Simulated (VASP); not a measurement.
A convergence study with VASP on CdSe (zinc blende): one setting is varied, all else stays as given below, so the limit is that of these other settings.

```
CELL_PARAMETERS angstrom
      0.00000     3.02500     3.02500
      3.02500     0.00000     3.02500
      3.02500     3.02500     0.00000
ATOMIC_POSITIONS crystal
  Cd 0.00000 0.00000 0.00000
  Se 0.25000 0.25000 0.25000
```

Level of theory: PBEsol GGA, VASP's PBE PAW potentials (set 64) (plane waves; VASP). The tightest run used: 550 eV cut-off, 17×17×17 Γ-centred mesh, Gaussian smearing of 0.050 eV, potentials Cd Se.

**Question.** The settings run are 1×1×1 mesh; 2×2×2 mesh; 3×3×3 mesh; 4×4×4 mesh; 5×5×5 mesh; 6×6×6 mesh; 7×7×7 mesh; 8×8×8 mesh; 9×9×9 mesh; 10×10×10 mesh; 11×11×11 mesh; 12×12×12 mesh; 13×13×13 mesh; 14×14×14 mesh; 15×15×15 mesh; 16×16×16 mesh; 17×17×17 mesh. From which on does the stress (every component) stay within 0.1 GPa of the tightest run?

**Answer.** From 5×5×5 mesh on: it is off by 0.06 there and by no more than 0.1 in any finer run, while 4×4×4 mesh is off by 0.22.
```csv
setting,E (eV/atom),pressure (GPa),irreducible k-points,difference judged (GPa)
1×1×1 mesh,2.7272,47.40,1,46.21
2×2×2 mesh,-2.4833,5.15,3,3.97
3×3×3 mesh,-2.9731,2.09,4,0.90
4×4×4 mesh,-3.0592,1.41,8,0.22
5×5×5 mesh,-3.0787,1.25,10,0.06
6×6×6 mesh,-3.0840,1.20,16,0.02
7×7×7 mesh,-3.0857,1.19,20,0.00
8×8×8 mesh,-3.0864,1.19,29,0.00
9×9×9 mesh,-3.0866,1.19,35,0.00
10×10×10 mesh,-3.0867,1.19,47,0.00
11×11×11 mesh,-3.0868,1.19,56,0.00
12×12×12 mesh,-3.0868,1.19,72,0.00
13×13×13 mesh,-3.0868,1.19,84,0.00
14×14×14 mesh,-3.0868,1.19,104,0.00
15×15×15 mesh,-3.0868,1.19,120,0.00
16×16×16 mesh,-3.0868,1.19,145,0.00
17×17×17 mesh,-3.0868,1.19,165,0.00
```

Left out are rungs that failed or repeat a setting and relaxations that didn't move; long series are thinned to 24 rows.

The compound is CdSe in the zinc blende structure, whereas wurtzite is the usual form. The cell was not relaxed at this level.
